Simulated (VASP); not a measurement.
# YAl3N4 (P-1) in VASP: single point with PBE

Aim: the single point of YAl3N4 with PBE.

All numbers are computed with VASP 6.6.1; they aren't measurements. Logs are shortened: lines on timing, memory, paths and dates and some standing lists are left out, and cuts for length are marked.

### 1 The crystal as given

The typed cell holds 16 atoms: a = 5.688 Å, b = 6.139 Å, c = 6.568 Å, α = 105.51°, β = 90.00°, γ = 117.60°.

The cell comes from a database or a generator and needn't be the stable form of this composition.

### 2 Single point, PBE

Contents of INCAR:

```
  ALGO = Fast
  EDIFF = 1E-7
  ENCUT = 520
  GGA = PE
  ISIF = 2
  ISMEAR = 0
  LASPH = True
  LCHARG = False
  LREAL = Auto
  LWAVE = False
  NBANDS = 54
  NELM = 100
  PREC = Accurate
  SIGMA = 0.1
```

Contents of KPOINTS:

```
k-points
0
Gamma
  4 4 4
```

Contents of POSCAR:

```
YAl3N4
1.0
    4.9260000000     -2.8440274260      0.0000000000
   -3.2840000000      0.0000000000     -5.1865000000
    3.2840000000      5.6880548521      0.0000000000
Y Al N
2 6 8
Direct
    0.3333333300      0.0000000000      0.0000000000
    0.9166666700      0.5000000000      0.1250000000
    0.8333333300      0.0000000000      0.2500000000
    0.3333333300      0.0000000000      0.5000000000
    0.8333333300      0.0000000000      0.7500000000
    0.4166666700      0.5000000000      0.3750000000
    0.9166666700      0.5000000000      0.6250000000
    0.4166666700      0.5000000000      0.8750000000
    0.5833333300      0.5000000000      0.1250000000
    0.0833333300      0.5000000000      0.3750000000
    0.5833333300      0.5000000000      0.6250000000
    0.0833333300      0.5000000000      0.8750000000
    0.6666666700      0.0000000000      0.0000000000
    0.1666666700      0.0000000000      0.2500000000
    0.6666666700      0.0000000000      0.5000000000
    0.1666666700      0.0000000000      0.7500000000
```

Potentials or basis: VASP PAW PBE potentials, release 64 (Y_sv, Al, N).

The run is started by

```bash
$ cat potpaw_PBE.64/Y_sv/POTCAR potpaw_PBE.64/Al/POTCAR potpaw_PBE.64/N/POTCAR > POTCAR
$ mpirun -np 1 vasp_std > vasp.out
```

OUTCAR:

```text
EDIFF = 1E-7
   ENCUT = 520
   GGA = PE
   ISIF = 2
   ISMEAR = 0
   LASPH = True
   LREAL = Auto
   NELM = 100
   PREC = Accurate

 ion  position               nearest neighbor table
   1  0.333  0.000  0.000-  14 1.90  16 1.90  13 1.90   9 2.59  12 2.59   2 3.21   8 3.21   7 3.21
                             6 3.21   2 3.21   8 3.21   5 3.28   3 3.28   3 3.28   5 3.28   4 3.28
   2  0.917  0.500  0.125-  12 1.90  10 1.90   9 1.90  14 2.59  13 2.59   1 3.21   3 3.21   4 3.21
                             5 3.21   1 3.21   3 3.21   6 3.28   8 3.28   8 3.28   6 3.28   7 3.28
   3  0.833  0.000  0.250-  15 1.90  13 1.90  14 1.90   6 3.21   2 3.21   8 3.21   7 3.21   6 3.21
                             2 3.21   1 3.28   4 3.28   1 3.28   4 3.28   5 3.28   5 3.28
   4  0.333  0.000  0.500-  16 1.90  14 1.90  15 1.90   7 3.21   6 3.21   2 3.21   8 3.21   7 3.21
                             6 3.21   3 3.28   5 3.28   3 3.28   5 3.28   1 3.28   1 3.28
   5  0.833  0.000  0.750-  13 1.90  15 1.90  16 1.90   8 3.21   7 3.21   6 3.21   2 3.21   8 3.21
                             7 3.21   4 3.28   1 3.28   1 3.28   4 3.28   3 3.28   3 3.28
   6  0.417  0.500  0.375-   9 1.90  11 1.90  10 1.90   3 3.21   4 3.21   5 3.21   1 3.21   3 3.21
                             4 3.21   7 3.28   2 3.28   7 3.28   2 3.28   8 3.28   8 3.28
   7  0.917  0.500  0.625-  10 1.90  12 1.90  11 1.90   4 3.21   5 3.21   1 3.21   3 3.21   4 3.21
                             5 3.21   8 3.28   6 3.28   8 3.28   6 3.28   2 3.28   2 3.28
   8  0.417  0.500  0.875-  11 1.90   9 1.90  12 1.90   5 3.21   1 3.21   3 3.21   4 3.21   5 3.21
                             1 3.21   2 3.28   7 3.28   7 3.28   2 3.28   6 3.28   6 3.28
   9  0.583  0.500  0.125-   6 1.90   8 1.90   2 1.90   1 2.59
  10  0.083  0.500  0.375-   7 1.90   2 1.90   6 1.90
  11  0.583  0.500  0.625-   8 1.90   6 1.90   7 1.90
  12  0.083  0.500  0.875-   2 1.90   7 1.90   8 1.90   1 2.59
  13  0.667  0.000  0.000-   5 1.90   3 1.90   1 1.90   2 2.59
  14  0.167  0.000  0.250-   1 1.90   4 1.90   3 1.90   2 2.59
  15  0.667  0.000  0.500-   3 1.90   5 1.90   4 1.90
  16  0.167  0.000  0.750-   4 1.90   1 1.90   5 1.90

  LATTYP: Found a base centered monoclinic cell.
 ALAT       =    10.8804312874
 B/A-ratio  =     0.5227784361
 C/A-ratio  =     0.6036525416
 COS(beta)  =    -0.3018262708

  Lattice vectors:

 A1 = (   1.6420000000,  -2.8440274260,  -5.1865000000)
 A2 = (  -3.2840000000,   0.0000000000,  -5.1865000000)
 A3 = (   3.2840000000,   5.6880548521,   0.0000000000)

Analysis of symmetry for initial positions (statically):
=====================================================================
 Subroutine PRICEL returns:
 Original cell was already a primitive cell.

 Routine SETGRP: Setting up the symmetry group for a
 base centered monoclinic supercell.

 Subroutine GETGRP returns: Found  2 space group operations
 (whereof  1 operations were pure point group operations)
 out of a pool of  4 trial point group operations.

The static configuration has the point symmetry C_1 .
[... 160 lines left out ...]
   IALGO  =     68    algorithm
   IMIX   =      4    mixing-type and parameters
     AMIX     =   0.40;   BMIX     =  1.00
     AMIX_MAG =   1.60;   BMIX_MAG =  1.00
  volume/ion in A,a.u.               =      12.11        81.72
  Fermi-wavevector in a.u.,A,eV,Ry     =   1.219030  2.303633 20.218722  1.486034
  Thomas-Fermi vector in A             =   2.354296
   LORBIT       =      0    0 simple, 1 ext, 2 COOP (PROOUT), +10 PAW based schemes
   GGA     = PE    functional components
   LHFCALC =     F    Hartree Fock is set to
   AEXX    =    0.0000 exact exchange contribution
   IVDW    =     0    specifies the selected vdW correction
   LEPSILON=     F    determine dielectric tensor
   LRPA    =     F    only Hartree local field effects (RPA)
 non-spin polarized calculation
 RMM-DIIS sequential band-by-band and
 Gauss-broadening in eV      SIGMA  =   0.10
  energy-cutoff  :      520.00
  volume of cell :      193.76
 maximum number of plane-waves:      5241
   NGX = 21   NGY = 23   NGZ = 25

 number of electron      79.9999996 magnetization

 Free energy of the ion-electron system (eV)
  ---------------------------------------------------
  ext. energy  EPLUGINS =         0.00000000
  ---------------------------------------------------
  free energy    TOTEN  =      -114.40093813 eV

  energy without entropy =     -114.40093813  energy(sigma->0) =     -114.40093813

 E-fermi :   6.1075     XC(G=0): -10.6738

 val. band max:        5.5672657367   @ k =   0.0000   0.0000   0.0000
 cond. band min:       7.6400207551   @ k =   0.0000   0.0000   0.0000
 fundamental gap:      2.0727550184
 Fermi energy:         6.1075144839

 k-point     1 :       0.0000    0.0000    0.0000
  band No.  band energies     occupation
      1     -33.5118      2.00000
      2     -33.4037      2.00000
      3     -15.1130      2.00000
      4     -14.9283      2.00000
      5     -14.9078      2.00000
      6     -14.8833      2.00000
[... 1309 lines left out ...]
     51      12.2122      0.00000
     52      12.4089      0.00000

 [... further k-points ...]

 [bands above 52 left out]

------------------------ aborting loop because EDIFF is reached ----------------------------------------

  FORCE on cell =-STRESS in cart. coord.  units (eV):
  Direction    XX          YY          ZZ          XY          YZ          ZX
  --------------------------------------------------------------------------------------
  -------------------------------------------------------------------------------------
  Total       37.5722494     37.7726502     -9.9193051     -0.4251670      0.8712844     -0.4631027
  in kB      310.6751210    312.3321830    -82.0201441     -3.5155952      7.2044231     -3.8292754
  external PRESSURE =     180.3290533 kB  Pullay stress =       0.0000000 kB

 VOLUME and BASIS-vectors are now :
 -----------------------------------------------------------------------------
  energy-cutoff  :      520.00
  volume of cell :      193.76
      direct lattice vectors                 reciprocal lattice vectors
     4.926000000 -2.844027426  0.000000000     0.152253350 -0.087903512 -0.096404126
    -3.284000000  0.000000000 -5.186500000     0.000000000  0.000000000 -0.192808252
     3.284000000  5.688054852  0.000000000     0.076126675  0.131855269 -0.048202063

 POSITION                                       TOTAL-FORCE (eV/Angst)
 -----------------------------------------------------------------------------------
      1.64200     -0.94801      0.00000        -0.622253     -0.166810      0.079938
      3.28400     -1.89602     -2.59325         0.622253      0.166810     -0.079938
      4.92600     -0.94801      0.00000         0.467474      0.237447     -0.127980
      3.28400      1.89602      0.00000        -0.331388      0.420163     -0.195437
      6.56800      1.89602      0.00000         0.211506     -0.636889      0.235392
      1.64200      0.94801     -2.59325        -0.211506      0.636889     -0.235392
[... 8 lines left out ...]
      4.92600      0.94801      0.00000        -0.344623      0.154197      0.027794
      3.28400      3.79204      0.00000        -6.881594     -4.047559     -0.038146
 -----------------------------------------------------------------------------------
    total drift:                               -0.000003      0.000006     -0.000001

  FREE ENERGIE OF THE ION-ELECTRON SYSTEM (eV)
  ---------------------------------------------------
  free  energy   TOTEN  =      -114.4009381303 eV

  energy  without entropy=     -114.4009381303  energy(sigma->0) =     -114.40093813
```

Wall time 16 min (1 thread of Intel Xeon Platinum 8488C (Sapphire Rapids), shared host); peak memory 0.46 GiB.

Results:

- Free energy: -114.4009 eV
- Pressure: 18.0 GPa
- Largest force: 8.356 eV/Å
- Band gap on the k mesh: 2.07 eV, direct

Forces in eV/Å, atoms in the order of the input:
```
Y   -0.622 -0.167  0.080
Y    0.622  0.167 -0.080
Al   0.467  0.237 -0.128
Al  -0.331  0.420 -0.195
Al   0.212 -0.637  0.235
Al  -0.212  0.637 -0.235
Al   0.331 -0.420  0.195
Al  -0.467 -0.237  0.128
N   -7.247  4.158 -0.066
N    6.882  4.048  0.038
N    0.345 -0.154 -0.028
N   -0.045 -8.018  0.020
N    7.247 -4.158  0.066
N    0.045  8.018 -0.020
N   -0.345  0.154  0.028
N   -6.882 -4.048 -0.038
```

Caveat: so large a pressure means that the cell lies far from this level's equilibrium, or that cutoff or potentials fall short; forces of over 1 eV/Å show positions far from the minimum, so gaps and moduli don't describe the material at rest.
